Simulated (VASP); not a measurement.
Given:

```xyz
1
Lattice="0.0000 2.5431 2.5431 2.5431 0.0000 2.5431 2.5431 2.5431 0.0000" Properties=species:S:1:pos:R:3 pbc="T T T"
Pb     0.0000     0.0000     0.0000
```

Computed with r2SCAN meta-GGA, VASP's PBE PAW potentials (set 64) (plane waves; VASP 6.6.1). Settings: 520 eV cut-off, 13×13×13 Γ-centred mesh, first-order Methfessel-Paxton smearing of 0.10 eV, potentials Pb_d.

Problem. Give the stress tensor in GPa (positive for a compressed cell).

Solution. 
```
-2.15   0.00   0.00
 0.00  -2.15   0.00
 0.00   0.00  -2.15
```
The pressure is its mean diagonal, -2.15 GPa.

The compound is Pb in the fcc structure. This cell is one point of a volume scan, at 1.06 of the reference volume.
